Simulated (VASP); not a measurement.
```yaml
crystal:
  lattice:
    - [0.00000, 2.25414, 2.25414]
    - [2.25414, 0.00000, 2.25414]
    - [2.25414, 2.25414, 0.00000]
  atoms:
    - { symbol: Hf, position: [0.00000, 0.00000, 0.00000] }
    - { symbol: N, position: [0.50000, 0.50000, 0.50000] }
```

These are PBE GGA with D4 dispersion, VASP's PBE PAW potentials (set 64) (plane waves; VASP) values and carry that method's errors. Run with 520 eV cut-off, Gaussian smearing of 0.050 eV, potentials Hf_pv N.

Unless said otherwise, spin-orbit coupling is left out, though it shifts the bands of the heavy elements here.

**Question.** Predict the band gap (along the path) with the smallest direct gap where there is one.

**Answer.** 
| Property | Value |
|---|---|
| band gap (along the path) | none (metal, semimetal or under 0.01 eV) |

Total energies compare only between runs with the same potentials, cut-off and functional.

The compound is HfN in the rock salt structure. It was relaxed first. The electron count is odd and the run is not spin-polarised, which forces a metal.
